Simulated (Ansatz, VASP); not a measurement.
**TaRu in VASP and in Ansatz**

INCAR

```
SYSTEM = TaRu
PREC = Accurate ; ENCUT = 600
EDIFF = 1E-6 ; ISMEAR = 0
SIGMA = 0.1 ; LREAL = .False.
LASPH = .True. ; NELM = 80
ALGO = Normal ; ISIF = 3
LWAVE = .False. ; LCHARG = .False.
IBRION = 2 ; NSW = 100
EDIFFG = -0.05
```

The input KPOINTS:

```
Automatic mesh
0
Gamma
  6 6 6
  0 0 0
```

POSCAR

```
TaRu
1.0
    3.1870000000      0.0000000000      0.0000000000
    0.0000000000      3.1870000000      0.0000000000
    0.0000000000      0.0000000000      3.1870000000
Ta Ru
1 1
Direct
    0.5000000000      0.5000000000      0.5000000000
    0.0000000000      0.0000000000      0.0000000000
```

Input for Ansatz:

```yaml
crystal:
  lattice:
    - [3.187, 0.0, 0.0]
    - [0.0, 3.187, 0.0]
    - [0.0, 0.0, 3.187]
  atoms:
    - { symbol: Ta, position: [0.5, 0.5, 0.5] }
    - { symbol: Ru, position: [0.0, 0.0, 0.0] }
basis:
  ecutwfc: 420
kpoints:
  mp_grid: { grid: [6, 6, 6] }
hamiltonian:
  xc: lda
scf:
  occupations: { method: gaussian, width: 0.1 }
output:
  forces: true
  stress: true
  eigenvalues: true
relax:
  adjacent_minimum: "off"
  f_tol: 0.05
  max_steps: 80
  cell: { stress_tol: 0.5 }
```

Alike in both runs: task relaxation of cell and atoms; functional LDA; k mesh 6 × 6 × 6; occupations gaussian, width 0.1 eV; no spin polarisation.

```csv
,VASP,Ansatz
version,VASP 6.6.1,Ansatz 0.2.0
potentials or method,"VASP PAW LDA potentials, release 64 (Ta_pv, Ru_pv)","scalar-relativistic, plane waves, PAW"
plane-wave cutoff (eV),600,420
valence electrons in the cell,25,29
```

|  | VASP | Ansatz | Ansatz less VASP |
| --- | --- | --- | --- |
| gap on the k mesh at the Fermi level, each at its own relaxed structure (eV) | none | none | - |
| relaxed volume (Å³/atom) | 15.25 | 15.18 | -0.070 |
| relaxed cell length with the largest relative difference (Å) | 3.124 | 3.119 | -0.0048 |
| energy change over the relaxation (meV/atom) | -48 | -54 | -5.7 |

A gap of «none» marks a metal or a gap that the smearing closes. The two sets of potentials don't hold the same shells in valence.

 Zero-point motion and thermal expansion aren't in these numbers. LDA usually gives volumes a few per cent too small.
